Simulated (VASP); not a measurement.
SnO (relaxed from the CsCl type structure, space group Pm-3m) is relaxed at rising pressure, each step from the one before. Symmetry mostly holds the structure type, and other phases were not tried. The mesh follows the cell, and a change of mesh leaves a small step in the series.

Input:

```xyz
2
Lattice="3.0811 0.0000 0.0000 0.0000 3.0811 0.0000 0.0000 0.0000 3.0811" Properties=species:S:1:pos:R:3 pbc="T T T"
Sn     0.0000     0.0000     0.0000
O      1.5406     1.5406     1.5406
```

Computed with PBEsol GGA, VASP's PBE PAW potentials (set 64) (plane waves; VASP). Numerical set-up: 620 eV cut-off, 12×12×12 Γ-centred mesh, first-order Methfessel-Paxton smearing of 0.10 eV, potentials Sn_d O.

Unless said otherwise, spin-orbit coupling is left out, though it shifts the bands of the heavy elements here.

```tsv
P (GPa)	V (Å³/atom)	H − H(0) (eV/atom)	space group	gap on the mesh (eV)	k-mesh
0	14.62	0.000	Pm-3m	0.00	12×12×12
5	14.05	0.448	Pm-3m	0.00	12×12×12
10	13.58	0.879	Pm-3m	0.00	12×12×12
20	12.84	1.704	Pm-3m	0.00	12×12×12
30	12.27	2.487	Pm-3m	0.00	13×13×13
45	11.59	3.604	Pm-3m	0.00	13×13×13
```

Pressures at which the relaxation failed are left out.

The structure was generated: SnO was put into the CsCl type type (Pm-3m), which need not be its known phase.
